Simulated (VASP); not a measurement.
Here is a VASP 6.6.1 calculation.

INCAR

```
PREC = Accurate ; ENCUT = 600
EDIFF = 1E-6 ; ISMEAR = 1
SIGMA = 0.1 ; LREAL = False
LASPH = True ; NELM = 120
ALGO = Normal ; ISIF = 3
LWAVE = False ; LCHARG = False
GGA = PS ; IVDW = 13
IBRION = 2 ; NSW = 60
EDIFFG = -0.005
```

Contents of KPOINTS:

```
regular mesh
0
Gamma
  14 14 8
```

Contents of POSCAR:

```
Sc
1.0
    3.2700000000      0.0000000000      0.0000000000
   -1.6350000000      2.8319030700      0.0000000000
    0.0000000000      0.0000000000      5.0900000000
Sc
2
Direct
    0.3333333300      0.6666666700      0.2500000000
    0.6666666700      0.3333333300      0.7500000000
```

Potentials or basis: VASP PAW PBE potentials, release 64 (Sc_sv).

Command:

```sh
$ cat potpaw_PBE.64/Sc_sv/POTCAR > POTCAR
$ mpirun -np 1 vasp_std > vasp.out
```

(1) Predict the space group after relaxing (to 0.05 Å).

(2) What does it give for the band gap on the k mesh?

(3) Estimate the relaxed cell.

Answers

(1) P6_3/mmc (No. 194).

(2) none (metal or under the smearing width).

(3) a = 3.259 Å, b = 3.259 Å, c = 5.044 Å, α = 90.00°, β = 90.00°, γ = 120.00°.
